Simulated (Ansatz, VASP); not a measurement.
## Mo (Mo(114)) in two plane-wave programs

One calculation is typed for both programs; each brings its own data sets. How far apart do they land? Of the first pair: The structure shown is the start of the Ansatz relaxation below; VASP solves that cell, so the two are compared at the walk's first step.

Program: Ansatz 0.2.0. Level of theory: plane waves, with VASP 6.6.1 beside it; single point at PBE. Results are calculated unless marked as measured.

## (1) Starting point

The cell holds 16 atoms: 16 Mo. Cell: a = 4.455 Å, b = 5.224 Å, c = 27.137 Å, α = 90.0°, β = 90.0°, γ = 115.2°. Vacuum lies along c.

## (2) Ansatz: relaxation, PBE

Ansatz runs on its default PAW (the set named soft_2) files.

The two programs are compared at the cell with which this relaxation starts, whose forces are those of its first step.

input.yaml

```yaml
crystal:
  lattice:
    - [4.4547727215, 0.0, 0.0]
    - [-2.2273863607, 4.725, 0.0]
    - [0.0, 0.0, 27.1369318037]
  atoms:
    - { symbol: Mo, position: [0.7777777778, 0.5555555556, 0.2948011978] }
    - { symbol: Mo, position: [0.0555555556, 0.1111111111, 0.3221610381] }
    - { symbol: Mo, position: [0.3333333333, 0.6666666667, 0.3495208784] }
    - { symbol: Mo, position: [0.6111111111, 0.2222222222, 0.3768807187] }
    - { symbol: Mo, position: [0.8888888889, 0.7777777778, 0.404240559] }
    - { symbol: Mo, position: [0.1666666667, 0.3333333333, 0.4316003993] }
    - { symbol: Mo, position: [0.4444444444, 0.8888888889, 0.4589602396] }
    - { symbol: Mo, position: [0.7222222222, 0.4444444444, 0.4863200799] }
    - { symbol: Mo, position: [0.0, 0.0, 0.5136799201] }
    - { symbol: Mo, position: [0.2777777778, 0.5555555556, 0.5410397604] }
    - { symbol: Mo, position: [0.5555555556, 0.1111111111, 0.5683996007] }
    - { symbol: Mo, position: [0.8333333333, 0.6666666667, 0.595759441] }
    - { symbol: Mo, position: [0.1111111111, 0.2222222222, 0.6231192813] }
    - { symbol: Mo, position: [0.3888888889, 0.7777777778, 0.6504791216] }
    - { symbol: Mo, position: [0.6666666667, 0.3333333333, 0.6778389619] }
    - { symbol: Mo, position: [0.9444444444, 0.8888888889, 0.7051988022] }
hamiltonian:
  xc: pbe
kpoints:
  mp_grid: { grid: [10, 10, 1] }
scf:
  occupations: { method: methfessel_paxton, width: 0.1 }
  convergence: { dr2_threshold: 1.0e-09 }
efield:
  axis: 3
  dipole_correction: true
relax:
  f_tol: 0.01
  max_steps: 40
  constraints: [{ sites: [7, 8] }]
output:
  write_potential: true
  write_density: true
  volumetric_format: npy
  elf: true
```

The run is started by

```console
$ ansatz run input.yaml --threads 4 --pin off --max-ram 8192MiB --backend cpu --events-out ev --progress --plain --runs-dir out
```

Numbers of over 12 decimals in the logs are rounded to 6 here.

The program printed:

```text
Engine: ansatz 0.2.0, aarch64-unknown-linux-gnu
Pseudopotentials: kind: paw
Pseudopotential: Mo, paw, valence charge 14, recommended cutoff 420 eV (normal), Mo.paw.azcp
Functional definition: PBE
  parameter kappa = 0.804
  parameter beta = 0.066725
  exchange = pbe_x(kappa = kappa, mu = beta*pi^2/3)
  correlation = pbe_c(beta = beta)
Crystal: 16 atoms, lattice volume = 571.200 Å³
Basis set: ecut = 420 eV, 11211 PW (Γ), exchange–correlation on 60×72×384 points (8 copies of the dense FFT grid, shifted against one another)
Bands: 135, of which v1, the nominal top of the filled ones, is band 112 counted from 1 (111 counted from 0)
Symmetry: 2 space group operations
k-points: 31 of 100 (time reversal used)
Non-local potential: Mo, projectors of the file, l = 0: 3, l = 1: 2, l = 2: 2, l = 3: 1
PAW form: soft (Blöchl's): semilocal exchange-correlation on the pseudo side does not see the compensation charge
PAW one-centre angular grid: Mo, 590 points (default); XC on 64 Gauss nodes
Initial density: superposition of atomic densities (neutral atoms: chi_scale 0, normalization atom), corrected by the library's trained network
Initial wavefunctions: pseudopotential atomic-orbital guess
Functional: x = pbe(κ = 0.804, μ = 0.219515), c = pbe(β = 0.066725)
SCF iter   1: F=—  HF=-79287.478019 eV  |F-HF|=—  |Δ(HF+E_count)|=         —  Δρ=7.22e-3  dr2=3.52e0  ethr=1.77e-3  p=-0.000 e·Å  D=-4.78e-12 V/Å  ΔV_dip=0.00 eV  dr2_dipole=1.22e-8  V_vac-E_F(+/−)=3.59/3.59 eV  ⟨swp⟩=9.4  Hψ=19885  notcnv=0
efield: sawtooth ramp at fractional position 0.9500 (placed from the atoms, in the widest stretch of the axis that holds none; the zero of the levels goes with the place), width 0.1000; the density the first Hamiltonian is built on has a dipole p = -0.000 e·Å; the dipole correction subtracts the counter field D = -4.78e-12 V/Å, which shifts the + side's vacuum level by +0.00 eV against the − side's; the planar-averaged density in the ramp window peaks in size at 2.3e-5 e/Å³
preconditioner: auto → LDOS  [metal: Δε(μ)=0.015 eV  Ē_g=3.747 eV  σ=0.100 eV  W_gap=0.13  n_scr=114 (ndim 8)  ℏωp=15.2 eV  f_vac=0.487  D(μ)=15.44/eV (n_scr^D=100)  β→1.0]
SCF iter   2: F=—  HF=-79287.411466 eV  |F-HF|=—  |Δ(HF+E_count)|=   6.66e-2  S|Δr|=    0.00e0  Δρ=2.61e-3  dr2=6.60e-2  ethr=1.57e-3  p=0.000 e·Å  D=3.25e-6 V/Å  ΔV_dip=-0.00 eV  dr2_dipole=2.36e-7  V_vac-E_F(+/−)=3.68/3.68 eV  ⟨swp⟩=1.0  Hψ=4836  notcnv=0  defer=1
SCF iter   3: F=—  HF=-79287.407836 eV  |F-HF|=—  |Δ(HF+E_count)|=   3.63e-3  S|Δr|=    0.00e0  Δρ=1.07e-3  dr2=2.31e-2  ethr=2.95e-5  p=0.000 e·Å  D=2.81e-7 V/Å  ΔV_dip=-0.00 eV  dr2_dipole=9.06e-8  V_vac-E_F(+/−)=3.71/3.71 eV  ⟨swp⟩=2.7  Hψ=6253  notcnv=0  defer=29
SCF iter   4: F=—  HF=-79287.406418 eV  |F-HF|=—  |Δ(HF+E_count)|=   1.42e-3  S|Δr|=    0.00e0  Δρ=1.82e-4  dr2=7.49e-4  ethr=1.03e-5  p=0.000 e·Å  D=4.97e-7 V/Å  ΔV_dip=-0.00 eV  dr2_dipole=9.32e-9  V_vac-E_F(+/−)=3.72/3.72 eV  ⟨swp⟩=2.0  Hψ=4842  notcnv=0  defer=29
SCF iter   5: F=—  HF=-79287.406379 eV  |F-HF|=—  |Δ(HF+E_count)|=   3.95e-5  S|Δr|=    0.00e0  Δρ=6.61e-5  dr2=1.34e-4  ethr=3.34e-7  p=0.000 e·Å  D=5.38e-7 V/Å  ΔV_dip=-0.00 eV  dr2_dipole=8.87e-10  V_vac-E_F(+/−)=3.73/3.73 eV  ⟨swp⟩=2.3  Hψ=5535  notcnv=0  defer=29
SCF iter   6: F=—  HF=-79287.406382 eV  |F-HF|=—  |Δ(HF+E_count)|=   2.99e-6  S|Δr|=    0.00e0  Δρ=3.14e-5  dr2=1.81e-5  ethr=6.00e-8  p=0.000 e·Å  D=3.08e-7 V/Å  ΔV_dip=-0.00 eV  dr2_dipole=3.27e-10  V_vac-E_F(+/−)=3.74/3.74 eV  ⟨swp⟩=2.0  Hψ=5316  notcnv=0  defer=29
SCF iter   7: F=—  HF=-79287.407628 eV  |F-HF|=—  |Δ(HF+E_count)|=   1.25e-3  S|Δr|=    0.00e0  Δρ=1.53e-5  dr2=3.22e-6  ethr=8.06e-9  p=0.000 e·Å  D=1.71e-7 V/Å  ΔV_dip=-0.00 eV  dr2_dipole=5.01e-11  V_vac-E_F(+/−)=3.74/3.74 eV  ⟨swp⟩=3.5  Hψ=8370  notcnv=0  defer=8
SCF iter   8: F=—  HF=-79287.407628 eV  |F-HF|=—  |Δ(HF+E_count)|=   3.07e-7  S|Δr|=    0.00e0  Δρ=4.59e-6  dr2=2.83e-7  ethr=1.44e-9  p=0.000 e·Å  D=6.22e-8 V/Å  ΔV_dip=-0.00 eV  dr2_dipole=1.72e-11  V_vac-E_F(+/−)=3.75/3.75 eV  ⟨swp⟩=2.2  Hψ=6177  notcnv=0  defer=8
SCF iter   9: F=—  HF=-79287.407628 eV  |F-HF|=—  |Δ(HF+E_count)|=   1.72e-7  S|Δr|=    0.00e0  Δρ=1.62e-6  dr2=3.18e-8  ethr=1.26e-10  p=0.000 e·Å  D=3.52e-8 V/Å  ΔV_dip=-0.00 eV  dr2_dipole=2.17e-13  V_vac-E_F(+/−)=3.75/3.75 eV  ⟨swp⟩=2.7  Hψ=7485  notcnv=0  defer=8
SCF iter  10: F=—  HF=-79287.407628 eV  |F-HF|=—  |Δ(HF+E_count)|=   3.67e-8  S|Δr|=    0.00e0  Δρ=5.13e-7  dr2=2.28e-9  ethr=1.42e-11  p=-0.000 e·Å  D=-2.52e-9 V/Å  ΔV_dip=0.00 eV  dr2_dipole=1.90e-13  V_vac-E_F(+/−)=3.75/3.75 eV  ⟨swp⟩=2.7  Hψ=6833  notcnv=0  defer=8
SCF iter  11: F=-79287.407628 eV  HF=-79287.407628 eV  |F-HF|=1.31e-10  |Δ(HF+E_count)|=   6.77e-9  S|Δr|=    0.00e0  Δρ=1.63e-7  dr2=3.03e-10  ethr=1.00e-12  p=-0.000 e·Å  D=-4.33e-9 V/Å  ΔV_dip=0.00 eV  dr2_dipole=4.23e-14  V_vac-E_F(+/−)=3.75/3.75 eV  ⟨swp⟩=9.7  Hψ=25252  notcnv=0
[...]
Free energy (F): -79288.143979 eV
Harris-Foulkes:  -79288.143979 eV  (|F-HF|=5.82e-10)
Internal energy: -79288.143238 eV  (E = F + TS)
E sigma→0 (E₀):  -79288.143794 eV
Entropy (-TS):   -0.000741 eV (-0.046 meV/atom)
Fermi energy:    7.128971 eV
Dipole field:    D = 0.000000 V/Å  (p = 0.000000 e·Å, saw-weighted, corrected)
Work function:   Φ+ = 3.8068 eV   Φ− = 3.8068 eV
Levels:          The Fermi level and band energies are counted from a zero that moves with the ramp; work functions are not
--- Per-component energies (eV) ---
  E_band       = -3973.490009
  E_kinetic    = 7047.223138
  E_local      = -324564.805785  (includes V_loc(G=0)·N_el)
  E_nonlocal   = 2293.591241
  E_hartree    = 158604.797819
  E_xc         = -2927.178413
  E_vxc        = -3652.275500  (∫ρ·V_xc dr)
  E_paw        = -51222.677446  (= ΣΔE_a)
  E_vpaw       = -2306.812073  (= ΣTr[D̂ρ^β])
  E_aug_tail   = 0.000676  (compensation charges beyond the density's cutoff)
  E_efield     = 0.000000  (sawtooth field / dipole correction)
  E_vefield    = -0.000000  (∫n·V_field dr)
  E_ewald      = 131480.905531
  E_smearing   = -0.000741  (= −TS)
  E_closure    = -0.000000  (closes the sum)
  Σ components = -79288.143979   (vs F -79288.143979, Δ=0.00e0)
--- Forces (eV/Å), atoms counted from 1 ---
  atom   1  Mo    -0.00000000    -0.00032726    -0.00043800
  atom   2  Mo     0.00000000     0.00001692    -0.00130369
  atom   3  Mo     0.00000000     0.00171861    -0.00069270
  atom   4  Mo    -0.00000000    -0.00068133     0.00069661
  atom   5  Mo     0.00000000     0.00018946     0.00153765
  atom   6  Mo     0.00000000     0.00042539    -0.00162996
  atom   7  Mo    -0.00000000    -0.00113264    -0.00070266
  atom   8  Mo    -0.00000000    -0.09698362    -0.33151623
  atom   9  Mo     0.00000000     0.09698400     0.33151676
  atom  10  Mo     0.00000000     0.00113277     0.00070233
  atom  11  Mo    -0.00000000    -0.00042522     0.00163016
  atom  12  Mo    -0.00000000    -0.00018970    -0.00153702
  atom  13  Mo     0.00000000     0.00068173    -0.00069741
  atom  14  Mo    -0.00000000    -0.00171946     0.00069241
  atom  15  Mo    -0.00000000    -0.00001597     0.00130371
  atom  16  Mo     0.00000000     0.00032630     0.00043810
  max |Σ_I F_I| component: 7.01e-8 eV/Å
--- Band table (eV; the first three rows and the last of 31) ---
  k-point 0: bands = [... 108 lower, 6.2011, 6.2336, 6.3134, 6.3969, 6.7884, 7.1123, 7.1728, 7.3326, ... 19 higher]
  k-point 1: bands = [... 108 lower, 6.2708, 6.2741, 6.3822, 6.6936, 7.0261, 7.0392, 7.2662, 7.3209, ... 19 higher]
  k-point 2: bands = [... 108 lower, 6.4912, 6.5939, 6.7788, 6.9563, 7.1402, 7.2816, 7.4839, 7.5666, ... 19 higher]
  k-point 30: bands = [... 108 lower, 6.5751, 6.7300, 6.8864, 7.1015, 7.1361, 7.3312, 7.4459, 7.5130, ... 19 higher]
--- Relaxed structure (8 steps of the walk, 8 accepted, 0 SCFs on fresh bases) ---
  F+E_penalty+E_count = -79288.14397923 eV   max|allowed force component| = 1.719e-3 eV/Å
  atoms:
    - { symbol: Mo, position: [0.785774, 0.571549, 0.301408] }
    - { symbol: Mo, position: [0.046707, 0.093414, 0.324989] }
    - { symbol: Mo, position: [0.333146, 0.666291, 0.348131] }
    - { symbol: Mo, position: [0.611978, 0.223957, 0.374196] }
    - { symbol: Mo, position: [0.893458, 0.786917, 0.404808] }
    - { symbol: Mo, position: [0.168870, 0.337740, 0.431826] }
    - { symbol: Mo, position: [0.445359, 0.890718, 0.458834] }
    - { symbol: Mo, position: [0.722222, 0.444444, 0.486320] }
    - { symbol: Mo, position: [0.0, 0.0, 0.513680] }
    - { symbol: Mo, position: [0.276863, 0.553726, 0.541166] }
    - { symbol: Mo, position: [0.553352, 0.106704, 0.568174] }
    - { symbol: Mo, position: [0.828764, 0.657528, 0.595192] }
    - { symbol: Mo, position: [0.110244, 0.220488, 0.625804] }
    - { symbol: Mo, position: [0.389077, 0.778153, 0.651869] }
    - { symbol: Mo, position: [0.675515, 0.351030, 0.675011] }
    - { symbol: Mo, position: [0.936448, 0.872896, 0.698592] }
```

The column dr2 measures how far the density is from self-consistency, as an energy; F and HF (Harris–Foulkes) agree once it is small.

(Part 1 of 3 ends here.)

[Lines on the potential files, build, host, timing and source positions are cut from VASP's logs without a mark.]

[Logs are printed without paths, hosts, clocks, repeated set-up lines and the standing remarks that a program may print on its own settings, such as how far it seeks lower states.]

[Hosts, paths, dates, database ids (printed as entryN), source tags and the programs' standing remarks are cut or masked in the printed files.]
